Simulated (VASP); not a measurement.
All values below come from PBEsol GGA, VASP's PBE PAW potentials (set 64) (plane waves; VASP).

VASP ran on this input.

**INCAR**
```
ALGO=Normal
EDIFF=1E-7
EDIFFG=-0.01
ENCUT=480
GGA=PS
IBRION=2
ISIF=3
ISMEAR=1
LASPH=.TRUE.
LCHARG=.FALSE.
LMAXMIX=6
LREAL=.FALSE.
LWAVE=.FALSE.
NELM=100
NSW=40
PREC=Accurate
PSTRESS=50
SIGMA=0.1
SYSTEM=Re
```

### POSCAR
```
Re
1
    1.3746385398    -2.3809436799     0.0000000000
    1.3746385398     2.3809436799    -0.0000000000
    0.0000000000    -0.0000000000     4.4480099504
Re
2
Direct
  0.3333330000   0.6666670000   0.2500000000
  0.6666670000   0.3333330000   0.7500000000
```

KPOINTS:
```
Automatic mesh
0
gamma
14 14 8
0 0 0
```

POTCAR, in this order: Re (PBE.64 set). Program: vasp_std.

Output

### OSZICAR
```
       N       E                     dE             d eps       ncg     rms          rms(c)
DAV:   1     0.242464262764E+02    0.24246E+02   -0.66963E+03  4840   0.151E+03
DAV:   2    -0.226298853669E+02   -0.46876E+02   -0.40339E+02  4324   0.330E+02
DAV:   3    -0.279484482048E+02   -0.53186E+01   -0.43519E+01  4629   0.219E+02
DAV:   4    -0.282332319601E+02   -0.28478E+00   -0.25165E+00  4779   0.227E+01
DAV:   5    -0.282438174892E+02   -0.10586E-01   -0.95305E-02  4609   0.271E+00    0.454E+01
DAV:   6    -0.271297368037E+02    0.11141E+01   -0.11125E+00  4955   0.317E+01    0.189E+01
DAV:   7    -0.267537003019E+02    0.37604E+00   -0.79476E-01  5097   0.256E+01    0.573E-01
DAV:   8    -0.267404603552E+02    0.13240E-01   -0.10226E-02  5044   0.104E+00    0.171E-01
DAV:   9    -0.267395974575E+02    0.86290E-03   -0.56116E-04  4952   0.232E-01    0.379E-02
DAV:  10    -0.267395971984E+02    0.25908E-06   -0.50714E-05  4258   0.711E-02    0.571E-03
DAV:  11    -0.267865818289E+02   -0.46985E-01   -0.46986E-01  4227   0.208E-02    0.532E-02
DAV:  12    -0.267376272554E+02    0.48955E-01   -0.29624E+00  2430   0.514E-01    0.933E-03
DAV:  13    -0.267376272803E+02   -0.24868E-07   -0.31956E-08  2289   0.561E-03
   1 F= -.25828985E+02 E0= -.25829331E+02  d E =-.258290E+02
       N       E                     dE             d eps       ncg     rms          rms(c)
DAV:   1    -0.266701270122E+02    0.67500E-01   -0.16701E+01  2646   0.270E+02    0.131E+01
DAV:   2    -0.266056494236E+02    0.64478E-01   -0.14488E-01  4355   0.132E+01    0.468E+00
DAV:   3    -0.265777279409E+02    0.27921E-01   -0.61932E-02  4440   0.859E+00    0.541E-01
DAV:   4    -0.265775752763E+02    0.15266E-03   -0.15342E-03  5106   0.861E-01    0.297E-01
DAV:   5    -0.265776551206E+02   -0.79844E-04   -0.60985E-04  5074   0.749E-01    0.677E-02
DAV:   6    -0.265776790748E+02   -0.23954E-04   -0.25011E-05  5130   0.164E-01    0.104E-02
DAV:   7    -0.265776798174E+02   -0.74258E-06   -0.10873E-06  4337   0.458E-02    0.127E-03
DAV:   8    -0.265776798531E+02   -0.35689E-07   -0.15515E-08  2050   0.351E-03
   2 F= -.25726072E+02 E0= -.25726145E+02  d E =0.102913E+00
       N       E                     dE             d eps       ncg     rms          rms(c)
DAV:   1    -0.267979329910E+02   -0.22025E+00   -0.79133E+00  3107   0.168E+02    0.988E+00
DAV:   2    -0.267507578756E+02    0.47175E-01   -0.96629E-02  4149   0.113E+01    0.385E+00
DAV:   3    -0.267340440304E+02    0.16714E-01   -0.40469E-02  4428   0.696E+00    0.356E-01
DAV:   4    -0.267341824353E+02   -0.13840E-03   -0.60261E-04  5048   0.295E-01    0.120E-01
DAV:   5    -0.267342455574E+02   -0.63122E-04   -0.28419E-04  5076   0.442E-01    0.414E-02
DAV:   6    -0.267342600013E+02   -0.14444E-04   -0.19500E-05  5070   0.125E-01    0.589E-03
DAV:   7    -0.267342601378E+02   -0.13655E-06   -0.98094E-07  4316   0.399E-02    0.174E-03
DAV:   8    -0.267342603439E+02   -0.20609E-06   -0.37934E-08  1987   0.652E-03    0.140E-03
DAV:   9    -0.267342603675E+02   -0.23598E-07   -0.29030E-08  1872   0.666E-03
   3 F= -.25836495E+02 E0= -.25836776E+02  d E =-.750995E-02
```

File OUTCAR:
```
------------------------ aborting loop because EDIFF is reached ----------------------------------------
  FORCE on cell =-STRESS in cart. coord.  units (eV):
  Direction    XX          YY          ZZ          XY          YZ          ZX
  --------------------------------------------------------------------------------------
  Total        0.8937824      0.8937823      0.9004708      0.0000000     -0.0000000      0.0000000
  in kB       49.7781853     49.7781806     50.1506903      0.0000000     -0.0000000      0.0000000
  external PRESSURE =      -0.0976480 kB  Pullay stress =      50.0000000 kB
  volume of cell :       28.77
      direct lattice vectors                 reciprocal lattice vectors
     1.369110790 -2.371369338 -0.000000000     0.365200540 -0.210848640  0.000000000
     1.369110790  2.371369338  0.000000000     0.365200540  0.210848640 -0.000000000
     0.000000000  0.000000000  4.430324362     0.000000000 -0.000000000  0.225717107
 POSITION                                       TOTAL-FORCE (eV/Angst)
 -----------------------------------------------------------------------------------
      1.36911      0.79046      1.10758        -0.000000     -0.000000      0.000000
      1.36911     -0.79046      3.32274         0.000000      0.000000      0.000000
 -----------------------------------------------------------------------------------
    total drift:                               -0.000000      0.000007     -0.000016
  FREE ENERGIE OF THE ION-ELECTRON SYSTEM (eV)
  ---------------------------------------------------
  free  energy   TOTEN  =       -26.7342603675 eV

  energy  without entropy=      -26.7351040080  energy(sigma->0) =      -26.73454158
  enthalpy is  TOTEN    =       -25.8364952339 eV   P V=        0.8977651336

 reached required accuracy - stopping structural energy minimisation
```
(Selected blocks of OUTCAR.)

### CONTCAR
```
Re
   1.00000000000000
     1.3691107904640796   -2.3713693376338645   -0.0000000000000000
     1.3691107904640796    2.3713693376338645    0.0000000000000000
     0.0000000000000000    0.0000000000000000    4.4303243616697365
  Re
     2
Direct
     0.3333330000000032    0.6666669999999968    0.2500000000000000
     0.6666669999999968    0.3333330000000032    0.7500000000000000
```

The compound is Re in the hcp structure. This run relaxes it under an external pressure of 5 GPa. Symmetry was kept, so distortions that lower it aren't found.
